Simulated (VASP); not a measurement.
A run of VASP 6.6.1:

INCAR

```
SYSTEM = Bi2Se3
PREC = Accurate ; ENCUT = 300
EDIFF = 1E-7 ; ISMEAR = 0
SIGMA = 0.03 ; LREAL = .FALSE.
LASPH = .TRUE. ; NELM = 80
ALGO = Normal ; ISIF = 3
LWAVE = .FALSE. ; LCHARG = .FALSE.
GGA = PE ; IBRION = 2
NSW = 90 ; EDIFFG = -0.005
```

The input KPOINTS:

```
Automatic mesh
0
G
  4 4 4
  0 0 0
```

File POSCAR:

```
Bi2Se3                                  
1.0
    2.0940826871      1.2090192031     10.3482625863
   -2.0940826871      1.2090192031     10.3482625863
    0.0000000000     -2.4180384062     10.3482625863
  Bi              Se            
     2     3
Direct
     0.3958009533800714    0.3958009533800714    0.3958009533800712
     0.6041990466199285    0.6041990466199285    0.6041990466199291
     0.0000000000000000    0.0000000000000000    0.0000000000000000
     0.2205586311117027    0.2205586311117027    0.2205586311117017
     0.7794413688882970    0.7794413688882970    0.7794413688882982
```

Potentials or basis: VASP PAW PBE potentials, release 64 (Bi, Se).

The run is started by

```bash
$ cat potpaw_PBE.64/Bi/POTCAR potpaw_PBE.64/Se/POTCAR > POTCAR
$ mpirun -np 1 vasp_std > vasp.out
```

Hardware: 1 thread of AMD EPYC 9R45 96-Core Processor (Zen 5), on a shared host.

**Question.** Estimate the wall time of this run.

**Answer.** It took 2.2 min on 1 thread of AMD EPYC 9R45 96-Core Processor (Zen 5), on a shared host, peak memory 0.48 GiB. Counts: scf iterations 29, k points 13, ion steps 4.
